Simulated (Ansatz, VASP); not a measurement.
Li2B: VASP beside Ansatz

File INCAR:

```
SYSTEM = Li2B
  ALGO = Normal
  EDIFF = 1E-6
  EDIFFG = -0.04
  ENCUT = 600
  GGA = PE
  IBRION = 2
  ISIF = 3
  ISMEAR = 0
  LASPH = .TRUE.
  LCHARG = .FALSE.
  LREAL = .FALSE.
  LWAVE = .FALSE.
  NELM = 100
  NSW = 90
  PREC = Accurate
  SIGMA = 0.1
```

Contents of KPOINTS:

```
k-points
0
G
  6 6 6
  0 0 0
```

POSCAR

```
Li2B
1.0
   -2.9049768300      2.9049768300      2.2813512900
    2.9049768300     -2.9049768300      2.2813512900
    2.9049768300      2.9049768300     -2.2813512900
Li B
4 2
Direct
    0.3485988300      0.1514011700      0.5000000000
    0.8485988300      0.3485988300      0.1971976600
    0.6514011700      0.8485988300      0.5000000000
    0.1514011700      0.6514011700      0.8028023400
    0.2500000000      0.2500000000      0.0000000000
    0.7500000000      0.7500000000      0.0000000000
```

Input for Ansatz:

```yaml
crystal:
  lattice:
    - [-2.90497683, 2.90497683, 2.28135129]
    - [2.90497683, -2.90497683, 2.28135129]
    - [2.90497683, 2.90497683, -2.28135129]
  atoms:
    - { symbol: Li, position: [0.34859883, 0.15140117, 0.5] }
    - { symbol: Li, position: [0.84859883, 0.34859883, 0.19719766] }
    - { symbol: Li, position: [0.65140117, 0.84859883, 0.5] }
    - { symbol: Li, position: [0.15140117, 0.65140117, 0.80280234] }
    - { symbol: B, position: [0.25, 0.25, 0.0] }
    - { symbol: B, position: [0.75, 0.75, 0.0] }
basis:
  ecutwfc: 420
kpoints:
  mp_grid: { grid: [6, 6, 6] }
hamiltonian:
  xc: pbe
scf:
  occupations: { method: gaussian, width: 0.1 }
  lower_state_search: "off"
output:
  forces: true
  stress: true
  eigenvalues: true
relax:
  adjacent_minimum: "off"
  f_tol: 0.04
  max_steps: 70
  cell: { stress_tol: 0.4 }
```

Change from the starting cell: species swapped into the Zr2Al type (I4/mcm, No. 140).

Alike in both runs: task relaxation of cell and atoms; functional PBE; k mesh 6 × 6 × 6; occupations gaussian, width 0.1 eV; no spin polarisation.

|  | VASP | Ansatz |
| --- | --- | --- |
| version | VASP 6.6.1 | Ansatz 0.2.0 |
| potentials or method | VASP PAW PBE potentials, release 64 (Li_sv, B) | scalar-relativistic, plane waves, PAW |
| plane-wave cutoff (eV) | 600 | 420 |
| valence electrons in the cell | 18 | 18 |

VASP gave:

```
gap on the k mesh at the Fermi level, each at its own relaxed structure (eV) : none
relaxed volume (Å³/atom)                                                     : 10.89
relaxed cell length with the largest relative difference (Å)                 : 4.759
energy change over the relaxation (meV/atom)                                 : -415
```

Question: What did Ansatz give for the same quantities?

Answer: gap on the k mesh at the Fermi level, each at its own relaxed structure (eV): none; relaxed volume (Å³/atom): 11.01; relaxed cell length with the largest relative difference (Å): 4.781; energy change over the relaxation (meV/atom): -414.

A gap of «none» marks a metal or a gap that the smearing closes.

Caveats: the cutoff is under 1.25 times the usual one of these potentials, so pressure, stress and relaxed cells hold a basis-set (Pulay) error (VASP); the volume moved by over 15 % at a fixed basis, so the end points are rough (VASP).
